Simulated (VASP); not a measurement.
Data:

```xyz
1
Lattice="0.0000 1.7952 1.7952 1.7952 0.0000 1.7952 1.7952 1.7952 0.0000" Properties=species:S:1:pos:R:3 pbc="T T T"
Ni     0.0000     0.0000     0.0000
```
Starting moments (μB, in the order of the record's atoms Ni): 0.8.

Calculation: PBE GGA, VASP's PBE PAW potentials (set 64) (plane waves; VASP). Settings: 400 eV cut-off, 16×16×16 Γ-centred mesh, first-order Methfessel-Paxton smearing of 0.10 eV, potentials Ni.

Give the stress tensor in GPa (positive for a compressed cell).

```
-11.21    0.00    0.00
  0.00  -11.21    0.00
  0.00    0.00  -11.21
```
The pressure is its mean diagonal, -11.21 GPa.

The compound is Ni in the fcc structure. The cell was not relaxed at this level.
